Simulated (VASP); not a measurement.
Input:

```
BaTiO3
1.0
    4.06051     0.00000     0.00000
    0.00000     4.06051     0.00000
    0.00000     0.00000     4.06051
Ba Ti O
1 1 3
Direct
  0.00000   0.00000   0.00000
  0.50000   0.50000   0.50000
  0.50000   0.00000   0.50000
  0.00000   0.50000   0.50000
  0.50000   0.50000   0.00000
```

All values below come from optB88-vdW, VASP's PBE PAW potentials (set 64) (plane waves; VASP). Numerical set-up: 520 eV cut-off, 6×6×6 Γ-centred mesh, Gaussian smearing of 0.050 eV, potentials Ba_sv Ti_sv O.

Task: The job: BaTiO₃ (cubic perovskite), 5 atoms, optB88-vdW, static run, 520 eV, 6×6×6 Γ-centred mesh. Roughly how much core time does it take on a busy server core?

Result: About 40 core-seconds (one run on a shared machine, a rough figure). It had 20 irreducible k-points, 24 bands, up to 1856 plane waves and 17 electronic steps.

The compound is BaTiO3 in the cubic perovskite structure, the ideal cubic form; the compound distorts at low or room temperature. This cell is one point of a volume scan, at 1.03 of the reference volume.
